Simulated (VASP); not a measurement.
An input for Quantum ESPRESSO's pw.x (written as the equivalent of a VASP run, and not itself run):

```
&CONTROL
  calculation = 'scf'
  pseudo_dir = './pseudo'
  outdir = './out'
  tprnfor = .true.
  tstress = .true.
/
&SYSTEM
  ibrav = 0
  nat = 2
  ntyp = 2
  ecutwfc = 66
  occupations = 'smearing'
  smearing = 'gaussian'
  degauss = 0.003675
  input_dft = 'pbe'
  noncolin = .true.
  lspinorb = .true.
/
&ELECTRONS
  conv_thr = 7.3e-08
  electron_maxstep = 100
/
ATOMIC_SPECIES
  Hg 200.592 Hg.upf
  S 32.060 S.upf
CELL_PARAMETERS angstrom
     0.0000000    2.9944609    2.9944609
     2.9944609    0.0000000    2.9944609
     2.9944609    2.9944609    0.0000000
ATOMIC_POSITIONS crystal
  Hg   0.0000000  0.0000000  0.0000000
  S    0.2500000  0.2500000  0.2500000
K_POINTS automatic
  6 6 6 0 0 0
```

Question: Translate this input to VASP (INCAR, KPOINTS, POSCAR, choice of POTCAR).

Answer: One answer among several that fit: 
**INCAR**
```
! general
SYSTEM     = HgS
PREC       = Accurate
ENCUT      = 350   ! plane-wave cut-off (eV)
LREAL      = .FALSE.
LASPH      = .TRUE.   ! aspherical one-centre terms

! electronic loop
EDIFF      = 1E-6
NELM       = 100   ! most electronic steps
ALGO       = Normal
LMAXMIX    = 6

! smearing
ISMEAR     = 0   ! Gaussian
SIGMA      = 0.05

! functional
GGA        = PE   ! PBE
GGA_COMPAT = .FALSE.

! spin
MAGMOM     = 6*0
LSORBIT    = .TRUE.

! output
LWAVE      = .TRUE.
LCHARG     = .FALSE.
```

KPOINTS:
```
Automatic mesh
0
G
 6 6 6
```

### POSCAR
```
HgS
5.9889220
  0.0000000000   0.4999999777   0.4999999777
  0.4999999777   0.0000000000   0.4999999777
  0.4999999777   0.4999999777   0.0000000000
Hg S
1 1
Direct
  0.0000000000   0.0000000000   0.0000000000
  0.2500000000   0.2500000000   0.2500000000
```

POTCAR, in this order: Hg S (PBE.64 set). Program: vasp_ncl.

The two are equivalent in intent, not identical: the potentials are each code's own (VASP's PAW set, PseudoDojo norm-conserving files, fully relativistic, in pw.x), so ENCUT and ecutwfc are chosen apart and not converted; conv_thr bounds pw.x's estimated SCF error, while EDIFF bounds the energy change between steps.

The compound is HgS in the zinc blende structure, metacinnabar; cinnabar is the stable form. It was relaxed first, which changed the volume by +7 %.
